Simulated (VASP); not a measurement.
Data:

```
KTaO3
1.0
    4.05953     0.00000     0.00000
    0.00000     4.05953     0.00000
    0.00000     0.00000     4.05953
K Ta O
1 1 3
Direct
  0.00000   0.00000   0.00000
  0.50000   0.50000   0.50000
  0.50000   0.00000   0.50000
  0.00000   0.50000   0.50000
  0.50000   0.50000   0.00000
```

All values below come from RPBE GGA, VASP's PBE PAW potentials (set 64) (plane waves; VASP). Numerical set-up: 520 eV cut-off, Gaussian smearing of 0.050 eV, potentials K_sv Ta_pv O.

Unless said otherwise, spin-orbit coupling is left out, though it shifts the bands of the heavy elements here.

Task: Predict the band gap (along the path) with the smallest direct gap where there is one.

Result: 
The band gap (along the path) is 2.11 eV. The smallest direct gap (along the path) is 2.74 eV.

The absolute energy has meaning only against runs of the same code, potentials and settings.

The compound is KTaO3 in the cubic perovskite structure. It was relaxed first, which changed the volume by +5 %.
